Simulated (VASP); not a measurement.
Calculation: PBE GGA, VASP's PBE PAW potentials (set 64) (plane waves; VASP).

VASP ran on this input.

POSCAR:
```
TiO2
1
    4.3736494432    -0.0000000000     0.0000000000
   -0.0000000000     4.3736494432     0.0000000000
    0.0000000000     0.0000000000     2.8711332314
Ti O
2 4
Direct
  0.0000000000   0.0000000000   0.0000000000
  0.5000000000   0.5000000000   0.5000000000
  0.3015140777   0.3015140777   0.0000000000
  0.8015140777   0.1984859223   0.5000000000
  0.1984859223   0.8015140777   0.5000000000
  0.6984859223   0.6984859223   1.0000000000
```

KPOINTS:
```
Automatic mesh
0
Gamma
5 5 8
0 0 0
```

### INCAR
```
ALGO  =  Normal
EDIFF  =  1E-6
EDIFFG  =  -0.02
ENCUT  =  620
GGA  =  PE
IBRION  =  2
ISIF  =  3
ISMEAR  =  0
LASPH  =  .TRUE.
LCHARG  =  .FALSE.
LMAXMIX  =  4
LREAL  =  .FALSE.
LWAVE  =  .FALSE.
NELM  =  100
NSW  =  40
PREC  =  Accurate
PSTRESS  =  450
SIGMA  =  0.05
SYSTEM  =  TiO2
```

POTCAR, in this order: Ti_sv O (PBE.64 set). Program: vasp_std.

**Question.** What will the output report for the number of irreducible k-points (NKPTS), largest plane-wave count, number of space-group operations, FFT grid (NGX, NGY, NGZ)?

**Answer.** 
```yaml
number of irreducible k-points (NKPTS): 30
largest_plane_wave_count: 1948
number_of_space_group_operations: 16
FFT grid (NGX, NGY, NGZ): 36 × 36 × 24
```

The compound is TiO2 in the rutile structure. It was relaxed first under an external pressure of 45 GPa.
